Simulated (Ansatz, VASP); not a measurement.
**Se (Selenium) in two plane-wave programs**

Wanted: the spread between two codes on one cell, functional and k mesh. The cell is taken from a series of runs on this material, whose earlier steps may have relaxed, scaled, displaced or heated it; both programs get it as it stands.

Program: Ansatz 0.2.0. Level of theory: plane waves, with VASP 6.6.1 beside it; zone-centre phonons at LDA. Results are calculated unless marked as measured.

**1. Starting point**

It takes space group P3_121 (No. 152, trigonal). The conventional cell has a = 3.947 Å, b = 3.947 Å, c = 5.118 Å, α = 90.00°, β = 90.00°, γ = 120.00°. Nearest to Se lie 2 Se at 2.44 Å.

**2. Ansatz: zone-centre phonons, LDA**

Ansatz runs on its PAW soft_1 files.

Second derivatives magnify differences that forces hide, and they need a tight electronic threshold.

Contents of input.yaml:

```yaml
crystal:
  lattice:
    - [3.9469011207, 0.0, 0.0]
    - [-1.9734505603, 3.4181166368, 0.0]
    - [0.0, 0.0, 5.1183805113]
  atoms:
    - { symbol: Se, position: [0.2554060703, 0.0, 0.3333333333] }
    - { symbol: Se, position: [0.0, 0.2554060703, 0.6666666667] }
    - { symbol: Se, position: [0.7445939297, 0.7445939297, 0.0] }
kpoints:
  mp_grid: { grid: [9, 9, 6] }
hamiltonian:
  xc: lda
  pseudopotentials: { kind: paw, azcp: { folder: soft_1 }, xc_functional: pbe }
scf:
  occupations: { method: fixed }
output:
  eigenvalues: true
phonons:
  method: dfpt
```

Launch:

```console
$ ansatz run input.yaml --threads 8 --pin off --max-ram 16384MiB --backend cpu --events-out ev --progress --plain --runs-dir out
```

Numbers of over 12 decimals in the logs are rounded to 6 here.

What it wrote:

```text
zone centre: on kpoints.mp_grid the ground state, and the responses unless they are solved on pairs of k-points, stand on 140 of the mesh's 486 k-points, reduced under 2 symmetry operations, with k and −k counted as one. Each operation leaves every solved displacement unchanged or reverses it
Engine: ansatz 0.2.0, aarch64-unknown-linux-gnu
Pseudopotentials: kind: paw
Pseudopotential: Se, paw, valence charge 16, recommended cutoff 420 eV (normal), soft_1/Se.paw.azcp
Functional definition: SPW92
  exchange = slater_x
  correlation = pw_c
Crystal: 3 atoms, lattice volume = 69.052 Å³
Basis set: ecut = 420 eV, 1385 PW (Γ), exchange–correlation on 54×54×72 points (8 copies of the dense FFT grid, shifted against one another)
Bands: 29, of which v1, the nominal top of the filled ones, is band 24 counted from 1 (23 counted from 0)
Symmetry: 6 space group operations
k-points: 140 of 486 (irreducible under 2 space group operations, time reversal used)
Non-local potential: Se, projectors of the file, l = 0: 2, l = 1: 2, l = 2: 3, l = 3: 1
PAW form: soft (Blöchl's): semilocal exchange-correlation on the pseudo side does not see the compensation charge
PAW frozen core: Se, regenerated for the run's functional, and the local potential with it (the file was generated under x = pbe(κ = 0.804, μ = 0.219515), c = pbe(β = 0.066725))
PAW one-centre angular grid: Se, 590 points (default); XC on 64 Gauss nodes
Initial density: superposition of atomic densities (chi_scale 0.1, normalization cell)
Initial wavefunctions: pseudopotential atomic-orbital guess
Functional: x = slater, c = lda
SCF iter   1: F=—  HF=-16149.876508 eV  |F-HF|=—  |Δ(HF+E_count)|=         —  Δρ=2.56e-2  dr2=2.65e-1  ethr=3.10e-3  ⟨swp⟩=4.7  Hψ=14733  notcnv=0  defer=303
preconditioner: auto → Resta (q_TF=auto, 2.568 Å⁻¹)  ε∞=4.2  [insulator: Δε(μ)=0.431 eV  Ē_g=10.534 eV  n_scr=22 (ndim 8)  ℏωp=19.0 eV  f_vac=0.009  ε∞_Penn≈4.2]
SCF iter   2: F=—  HF=-16149.815778 eV  |F-HF|=—  |Δ(HF+E_count)|=   6.07e-2  Δρ=1.38e-2  dr2=7.79e-2  ethr=5.52e-4  ⟨swp⟩=2.0  Hψ=5462  notcnv=0  defer=418
SCF iter   3: F=—  HF=-16149.796043 eV  |F-HF|=—  |Δ(HF+E_count)|=   1.97e-2  Δρ=1.35e-3  dr2=7.90e-4  ethr=1.62e-4  ⟨swp⟩=2.0  Hψ=5412  notcnv=0  defer=412
SCF iter   4: F=—  HF=-16149.796195 eV  |F-HF|=—  |Δ(HF+E_count)|=   1.52e-4  Δρ=2.72e-4  dr2=3.85e-5  ethr=1.65e-6  ⟨swp⟩=2.0  Hψ=7561  notcnv=0  defer=419
SCF iter   5: F=—  HF=-16149.796127 eV  |F-HF|=—  |Δ(HF+E_count)|=   6.80e-5  Δρ=1.18e-4  dr2=9.53e-6  ethr=8.02e-8  ⟨swp⟩=2.0  Hψ=7280  notcnv=0  defer=159
SCF iter   6: F=—  HF=-16149.796130 eV  |F-HF|=—  |Δ(HF+E_count)|=   2.80e-6  Δρ=2.95e-5  dr2=6.08e-7  ethr=1.99e-8  ⟨swp⟩=2.0  Hψ=5167  notcnv=0  defer=140
SCF iter   7: F=—  HF=-16149.796131 eV  |F-HF|=—  |Δ(HF+E_count)|=   1.65e-6  Δρ=6.05e-6  dr2=1.79e-8  ethr=1.27e-9  ⟨swp⟩=2.0  Hψ=4935  notcnv=0  defer=140
SCF iter   8: F=—  HF=-16149.796131 eV  |F-HF|=—  |Δ(HF+E_count)|=   7.77e-9  Δρ=9.29e-7  dr2=4.05e-10  ethr=3.74e-11  ⟨swp⟩=2.0  Hψ=5066  notcnv=0  defer=140
SCF iter   9: F=-16149.796131 eV  HF=-16149.796131 eV  |F-HF|=1.82e-12  |Δ(HF+E_count)|=  2.51e-10  Δρ=2.04e-7  dr2=1.54e-11  ethr=1.00e-12  ⟨swp⟩=11.1  Hψ=24813  notcnv=0
SCF 1 converged in 9 iterations: F = -16149.796131 eV  dr2 = 1.54e-11
  greatest PAW one-centre occupation: 1.000 electrons in one spin orbital (limit 2), on the Se atom at site 2 (counted from 0), in its partial waves of l = 2
DFPT response loops at Γ: preconditioner auto → Resta (q_TF=auto, 2.568 Å⁻¹)  ε∞=14.4 (no band partly filled); β = 1.00, the filter's whole step (`scf.mixing.beta` (0.50) is not read by the response loops at its default; to damp them type it under 1.00, their step now; it binds the ground state too); Broyden in place of MSR1
SCF converged after 9 iterations
Free energy (F): -16149.796131 eV
Harris-Foulkes:  -16149.796131 eV  (|F-HF|=1.82e-12)
Internal energy: -16149.796131 eV  (E = F + TS)
E sigma→0 (E₀):  -16149.796131 eV
Fermi energy:    8.676619 eV
--- Per-component energies (eV) ---
  E_band       = -1160.806123
  E_kinetic    = 330.965103
  E_local      = -7652.083456  (includes V_loc(G=0)·N_el)
  E_nonlocal   = -1048.266908
  E_hartree    = 4032.340570
  E_xc         = -253.408614
  E_vxc        = -270.461182  (∫ρ·V_xc dr)
  E_paw        = -6138.510058  (= ΣΔE_a)
  E_vpaw       = -585.639751  (= ΣTr[D̂ρ^β])
  E_aug_tail   = -0.001091  (compensation charges beyond the density's cutoff)
  E_ewald      = -5427.483757
  E_core_change = 6.652080  (= ΣΔE_core)
  E_smearing   = -0.000000  (= −TS)
  E_closure    = -0.000000  (closes the sum)
  Σ components = -16149.796131   (vs F -16149.796131, Δ=0.00e0)
--- Band table (eV; the first three rows and the last of 140) ---
  k-point 0: bands = [... 20 lower, 5.2354, 6.6953, 6.6953, 7.9713, 9.9986, 9.9986, 10.6658, 14.8821, ... 1 higher]
  k-point 1: bands = [... 20 lower, 5.5768, 6.7072, 6.8513, 7.9049, 9.7804, 9.8189, 10.3432, 14.6959, ... 1 higher]
  k-point 2: bands = [... 20 lower, 5.6574, 6.9484, 7.0598, 7.6914, 9.4462, 9.5319, 9.7624, 14.1960, ... 1 higher]
  k-point 139: bands = [... 20 lower, 3.6911, 6.8872, 7.3516, 8.0143, 9.8108, 11.0682, 11.2190, 14.7318, ... 1 higher]
--- Phonons (Γ-DFPT): 3 representative perturbations + reference, on 140 of 486 k-points (Σ response iterations 9) ---
  k mesh reduced under 2 symmetry operations, with k and −k counted as one. Each operation leaves every solved displacement unchanged or reverses it
  ASR residual: 3.271e-5 → 0.000e0 eV/Å²; symmetrization residual: 2.031e-6 eV/Å²
  ASR residual per site (eV/Å²): 3.27e-5 3.27e-5 3.27e-5
  Γ frequencies (cm⁻¹): 0.00 0.00 0.00 134.99 137.47 137.47 176.47 198.04 198.04
  non-analytic LO–TO correction: not included (Born effective charges unavailable; polar crystals: no LO–TO splitting at Γ)
```

**3. VASP: zone-centre phonons, LDA**

The same cell, functional (in two slightly different forms) and mesh now go to VASP, with its own data sets.

Lines of VASP's logs that name or quote its potential files are left out, and so is its time.

Contents of INCAR:

```
SYSTEM = Se
PREC = Accurate
ENCUT = 500
EDIFF = 1E-08
NELM = 120
ISMEAR = 0
SIGMA = 0.01
LREAL = .FALSE.
ALGO = Normal
GGA = CA
NBANDS = 15
LORBIT = 11
LWAVE = .FALSE.
LCHARG = .FALSE.
ISIF = 2
IBRION = 8
LASPH = .TRUE.
GGA_COMPAT = .FALSE.
EFERMI = MIDGAP
KPAR = 2
```

Contents of POSCAR:

```
Se
1.0
    3.9469011207      0.0000000000      0.0000000000
   -1.9734505603      3.4181166368      0.0000000000
    0.0000000000      0.0000000000      5.1183805113
Se
3
Direct
    0.2554060703      0.0000000000      0.3333333333
    0.0000000000      0.2554060703      0.6666666667
    0.7445939297      0.7445939297      0.0000000000
```

Contents of KPOINTS:

```
Automatic mesh
0
Gamma
9 9 6
0 0 0
```

Potentials, in the order of the species: Se (LDA family, release 64).

Launch:

```console
$ mpirun -np 2 vasp_std
```

What it wrote:

```text
[banner, memory and clock lines left out]
running    2 mpi-ranks, on    1 nodes
 distrk:  each k-point on    1 cores,    2 groups
 distr:  one band on    1 cores,    1 groups

 POSCAR found type information on POSCAR Se
 POSCAR found :  1 types and       3 ions
 LDA part: xc-table for (Slater(with rela. corr.)+CA(PZ))
 , standard interpolation
 POSCAR, INCAR and KPOINTS ok, starting setup
 FFT: planning ... GRIDC
 FFT: planning ... GRID_SOFT
 FFT: planning ... GRID
 WAVECAR not read
 entering main loop
       N       E                     dE             d eps       ncg     rms          rms(c)
DAV:   1     0.763902489581E+02    0.76390E+02   -0.72473E+03  1860   0.983E+02
DAV:   2    -0.779545846877E+01   -0.84186E+02   -0.79847E+02  2522   0.161E+02
DAV:   3    -0.125312233183E+02   -0.47358E+01   -0.47106E+01  2175   0.432E+01
DAV:   4    -0.125641015137E+02   -0.32878E-01   -0.32860E-01  2413   0.423E+00
DAV:   5    -0.125643051891E+02   -0.20368E-03   -0.20367E-03  2294   0.324E-01    0.766E+00
DAV:   6    -0.125011554680E+02    0.63150E-01   -0.30477E-02  2280   0.112E+00    0.468E+00
DAV:   7    -0.124781762845E+02    0.22979E-01   -0.58626E-02  2182   0.149E+00    0.185E-01
DAV:   8    -0.124772917989E+02    0.88449E-03   -0.84633E-03  2042   0.587E-01    0.111E-01
DAV:   9    -0.124773174185E+02   -0.25620E-04   -0.24084E-04  2602   0.108E-01    0.300E-02
DAV:  10    -0.124773105829E+02    0.68356E-05   -0.28338E-05  2308   0.355E-02    0.630E-03
DAV:  11    -0.124773110679E+02   -0.48504E-06   -0.56073E-06  2462   0.138E-02    0.361E-03
DAV:  12    -0.124773108176E+02    0.25038E-06   -0.74381E-07  2182   0.543E-03    0.111E-03
DAV:  13    -0.124773107993E+02    0.18283E-07   -0.12971E-07  2518   0.206E-03    0.341E-04
DAV:  14    -0.124773107984E+02    0.90472E-09   -0.20349E-08  1591   0.911E-04
   1 F= -.12477311E+02 E0= -.12477311E+02  d E =-.727489E-88
 Linear response reoptimize wavefunctions to high precision
DAV:   1    -0.124773107983E+02    0.12244E-09   -0.37019E-09  2197   0.383E-04
DAV:   2    -0.124773107983E+02   -0.15348E-10   -0.52237E-11  1203   0.497E-05
 Linear response DOF=           3
 Linear response progress:
  Degree of freedom:   1/  3
       N       E                     dE             d eps       ncg     rms          rms(c)
RMM:   1    -0.803677760366E-01   -0.80368E-01    0.35444E-02  9480   0.155E+00
RMM:   2    -0.774648368214E-01    0.29029E-02   -0.27671E-03  6646   0.314E-01    0.984E-02
RMM:   3    -0.773585635088E-01    0.10627E-03   -0.55775E-05  7155   0.415E-02    0.572E-02
RMM:   4    -0.772898378699E-01    0.68726E-04   -0.35609E-05  7295   0.316E-02    0.899E-03
RMM:   5    -0.772948718985E-01   -0.50340E-05   -0.22077E-07  7342   0.437E-03    0.223E-03
RMM:   6    -0.772960957190E-01   -0.12238E-05    0.60040E-08  7418   0.173E-03    0.456E-04
RMM:   7    -0.772949181587E-01    0.11776E-05    0.16673E-08  7543   0.304E-04    0.180E-04
RMM:   8    -0.772942481507E-01    0.67001E-06    0.11972E-08  7500   0.118E-04    0.415E-05
RMM:   9    -0.772942861637E-01   -0.38013E-07   -0.34326E-08  7668   0.307E-05    0.107E-05
RMM:  10    -0.772943131138E-01   -0.26950E-07   -0.34900E-09  7731   0.962E-06    0.278E-06
RMM:  11    -0.772943160848E-01   -0.29710E-08   -0.12025E-09  6496   0.529E-06    0.387E-07
 first order change of Fermi-energy   0.37132E+00
 force on displaced ion       1 direction 1 :  -5.047   0.000   0.000
 Linear response progress:
  Degree of freedom:   2/  3
       N       E                     dE             d eps       ncg     rms          rms(c)
RMM:   1    -0.822271122675E-01   -0.82227E-01    0.32617E-02 16671   0.153E+00
RMM:   2    -0.800280853606E-01    0.21990E-02   -0.28335E-03 11638   0.303E-01    0.820E-02
RMM:   3    -0.797895775110E-01    0.23851E-03   -0.10900E-04 12519   0.510E-02    0.451E-02
RMM:   4    -0.796680889960E-01    0.12149E-03   -0.69801E-05 12797   0.405E-02    0.726E-03
RMM:   5    -0.796964260131E-01   -0.28337E-04   -0.20273E-06 12790   0.675E-03    0.175E-03
RMM:   6    -0.797049112772E-01   -0.84853E-05   -0.27181E-08 12789   0.160E-03    0.501E-04
RMM:   7    -0.797039986370E-01    0.91264E-06    0.61599E-08 13186   0.414E-04    0.104E-04
RMM:   8    -0.797039873843E-01    0.11253E-07    0.48848E-08 13403   0.738E-05    0.389E-05
RMM:   9    -0.797038557187E-01    0.13167E-06    0.24979E-08 13280   0.271E-05    0.604E-06
RMM:  10    -0.797038636359E-01   -0.79172E-08    0.44697E-09 13551   0.793E-06    0.211E-06
 first order change of Fermi-energy  -0.62858E-01
 force on displaced ion       1 direction 2 :  -0.004  -3.725  -0.673
 Linear response progress:
  Degree of freedom:   3/  3
       N       E                     dE             d eps       ncg     rms          rms(c)
RMM:   1    -0.942049201307E-01   -0.94205E-01    0.43169E-02 17321   0.159E+00
RMM:   2    -0.893714166566E-01    0.48335E-02   -0.39585E-03 11628   0.371E-01    0.160E-01
RMM:   3    -0.891253844736E-01    0.24603E-03   -0.40604E-04 12488   0.852E-02    0.883E-02
RMM:   4    -0.891010655473E-01    0.24319E-04   -0.10703E-05 12580   0.245E-02    0.485E-02
RMM:   5    -0.891096101805E-01   -0.85446E-05   -0.58811E-06 12699   0.202E-02    0.426E-03
RMM:   6    -0.891067922021E-01    0.28180E-05   -0.19866E-06 12842   0.361E-03    0.832E-04
RMM:   7    -0.891069026020E-01   -0.11040E-06   -0.34626E-07 13115   0.706E-04    0.285E-04
RMM:   8    -0.891077684106E-01   -0.86581E-06    0.99398E-08 13219   0.258E-04    0.514E-05
RMM:   9    -0.891077441566E-01    0.24254E-07    0.53513E-08 13421   0.475E-05    0.234E-05
RMM:  10    -0.891077820492E-01   -0.37893E-07    0.15131E-08 13272   0.201E-05    0.384E-06
RMM:  11    -0.891077936848E-01   -0.11636E-07    0.18543E-09 13392   0.588E-06    0.202E-06
RMM:  12    -0.891077948640E-01   -0.11792E-08    0.13877E-08  8727   0.292E-06    0.285E-07
 first order change of Fermi-energy   0.42669E+00
 force on displaced ion       1 direction 3 :  -0.008  -0.673  -7.530
 Linear response finished
```

(Continued in part 2 of 2.)

[Lines on the potential files, build, host, timing and source positions are cut from VASP's logs without a mark.]

[Logs are printed without paths, hosts, clocks, repeated set-up lines and the standing remarks that a program may print on its own settings, such as how far it seeks lower states.]

[Hosts, paths, dates, database ids (printed as entryN), source tags and the programs' standing remarks are cut or masked in the printed files.]
